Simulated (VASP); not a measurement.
Computed with LDA (Ceperley-Alder, Perdew-Zunger), VASP's LDA PAW potentials (set 64) (plane waves; VASP).

A VASP calculation is set up with these files.

INCAR:
```
SYSTEM = TiCo
PREC = Accurate; ENCUT = 520; LREAL = .False.
LASPH = .True.
EDIFF = 1E-7; NELM = 100; ALGO = Normal
LMAXMIX = 4
ISMEAR = 1; SIGMA = 0.1
ISIF = 2
LWAVE = .False.; LCHARG = .False.
```

### POSCAR
```
TiCo
1
    2.8720025255     0.0000000000     0.0000000000
    0.0000000000     2.8720025255     0.0000000000
    0.0000000000     0.0000000000     2.8720025255
Ti Co
1 1
Direct
  0.0000000000   0.0000000000   0.0000000000
  0.5000000000   0.5000000000   0.5000000000
```

### KPOINTS
```
Automatic
0
G
 13 13 13
```

POTCAR, in this order: Ti_sv Co (LDA.64 set). Program: vasp_std.

Question: Estimate the energy per atom (σ→0), pressure, band gap (on the k-mesh).

Answer: 
```json
{
  "energy per atom (σ→0)": "-8.792 eV/atom",
  "band gap (on the k-mesh)": "none (metal, semimetal or under 0.01 eV)",
  "pressure": "6.48 GPa"
}
```

File OSZICAR:
```
...
DAV:  10    -0.175851267289E+02    0.19945E-01   -0.93013E-02  3494   0.407E+00    0.440E-01
DAV:  11    -0.175841238145E+02    0.10029E-02   -0.59553E-03  3020   0.915E-01    0.214E-01
DAV:  12    -0.175837381444E+02    0.38567E-03   -0.14908E-03  3612   0.339E-01    0.437E-02
DAV:  13    -0.175837357986E+02    0.23458E-05   -0.34700E-05  2560   0.640E-02    0.311E-02
DAV:  14    -0.175837298045E+02    0.59941E-05   -0.33080E-05  3328   0.623E-02    0.552E-03
DAV:  15    -0.175837296319E+02    0.17262E-06   -0.13815E-06  2728   0.180E-02    0.145E-03
DAV:  16    -0.175837296236E+02    0.82650E-08   -0.58667E-08  1428   0.355E-03
   1 F= -.17583730E+02 E0= -.17584156E+02  d E =0.127891E-02
```

The compound is TiCo in the CsCl type structure. This cell is one point of a volume scan, at 0.97 of the reference volume. The run is not spin-polarised, so no magnetic state was tried. The electron count is odd and the run is not spin-polarised, which forces a metal.
